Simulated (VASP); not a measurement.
A convergence study with VASP on RbBr (rock salt): one setting is varied, all else stays as given below, so the limit is that of these other settings.

```xyz
2
Lattice="0.0000 3.4450 3.4450 3.4450 0.0000 3.4450 3.4450 3.4450 0.0000" Properties=species:S:1:pos:R:3 pbc="T T T"
Rb     0.0000     0.0000     0.0000
Br     3.4450     3.4450     3.4450
```

All values below come from PBE GGA, VASP's PBE PAW potentials (set 64) (plane waves; VASP). The tightest run used: 550 eV cut-off, 16×16×16 Γ-centred mesh, Gaussian smearing of 0.050 eV, potentials Rb_sv Br.

### Question
The settings run are 1×1×1 mesh; 2×2×2 mesh; 3×3×3 mesh; 5×5×5 mesh; 7×7×7 mesh; 9×9×9 mesh; 10×10×10 mesh; 11×11×11 mesh; 12×12×12 mesh; 13×13×13 mesh; 15×15×15 mesh; 16×16×16 mesh. From which on does the stress (every component) stay within 0.2 GPa of the tightest run?

### Answer
From 3×3×3 mesh on: it is off by 0.02 there and by no more than 0.2 in any finer run, while 2×2×2 mesh is off by 0.30.
```json
[
 {"setting": "1×1×1 mesh", "E (eV/atom)": "-1.7123", "pressure (GPa)": "10.13", "irreducible k-points": "1", "difference judged (GPa)": "9.35"},
 {"setting": "2×2×2 mesh", "E (eV/atom)": "-3.0195", "pressure (GPa)": "1.08", "irreducible k-points": "3", "difference judged (GPa)": "0.30"},
 {"setting": "3×3×3 mesh", "E (eV/atom)": "-3.0508", "pressure (GPa)": "0.80", "irreducible k-points": "4", "difference judged (GPa)": "0.02"},
 {"setting": "5×5×5 mesh", "E (eV/atom)": "-3.0522", "pressure (GPa)": "0.78", "irreducible k-points": "10", "difference judged (GPa)": "0.00"},
 {"setting": "7×7×7 mesh", "E (eV/atom)": "-3.0523", "pressure (GPa)": "0.78", "irreducible k-points": "20", "difference judged (GPa)": "0.00"},
 {"setting": "9×9×9 mesh", "E (eV/atom)": "-3.0523", "pressure (GPa)": "0.78", "irreducible k-points": "35", "difference judged (GPa)": "0.00"},
 {"setting": "10×10×10 mesh", "E (eV/atom)": "-3.0523", "pressure (GPa)": "0.78", "irreducible k-points": "47", "difference judged (GPa)": "0.00"},
 {"setting": "11×11×11 mesh", "E (eV/atom)": "-3.0523", "pressure (GPa)": "0.78", "irreducible k-points": "56", "difference judged (GPa)": "0.00"},
 {"setting": "12×12×12 mesh", "E (eV/atom)": "-3.0523", "pressure (GPa)": "0.78", "irreducible k-points": "72", "difference judged (GPa)": "0.00"},
 {"setting": "13×13×13 mesh", "E (eV/atom)": "-3.0523", "pressure (GPa)": "0.78", "irreducible k-points": "84", "difference judged (GPa)": "0.00"},
 {"setting": "15×15×15 mesh", "E (eV/atom)": "-3.0523", "pressure (GPa)": "0.78", "irreducible k-points": "120", "difference judged (GPa)": "0.00"},
 {"setting": "16×16×16 mesh", "E (eV/atom)": "-3.0523", "pressure (GPa)": "0.78", "irreducible k-points": "145", "difference judged (GPa)": "0.00"}
]
```

Left out are rungs that failed or repeat a setting and relaxations that didn't move; long series are thinned to 24 rows.

The compound is RbBr in the rock salt structure. The cell was not relaxed at this level.
